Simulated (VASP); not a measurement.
Input of a VASP 6.6.1 run:

File INCAR:

```
SYSTEM = Si2W
ALGO = Normal ; EDIFF = 1E-7
EDIFFG = -0.002 ; ENCUT = 350
IBRION = 2 ; ISIF = 3
ISMEAR = 0 ; LASPH = .TRUE.
LCHARG = .FALSE. ; LREAL = .FALSE.
LWAVE = .FALSE. ; NELM = 100
NSW = 80 ; PREC = Accurate
SIGMA = 0.1
```

The input KPOINTS:

```
k-points
0
G
  10 10 10
  0 0 0
```

The input POSCAR:

```
Si2W
1.0
   -1.6069000000      1.6069000000      3.9149500000
    1.6069000000     -1.6069000000      3.9149500000
    1.6069000000      1.6069000000     -3.9149500000
Si W
2 1
Direct
    0.3347000000      0.3347000000      0.0000000000
    0.6653000000      0.6653000000      0.0000000000
    0.0000000000      0.0000000000      0.0000000000
```

Potentials or basis: VASP PAW LDA potentials, release 64 (Si, W_sv).

Command:

```sh
$ cat potpaw_LDA.64/Si/POTCAR potpaw_LDA.64/W_sv/POTCAR > POTCAR
$ mpirun -np 1 vasp_std > vasp.out
```

(1) What does it give for the band gap on the k mesh?

(2) What does it give for the relaxed cell?

## Answers

(1) none (metal or under the smearing width).

(2) a = 4.495 Å, b = 4.495 Å, c = 4.495 Å, α = 138.45°, β = 138.45°, γ = 60.22°.
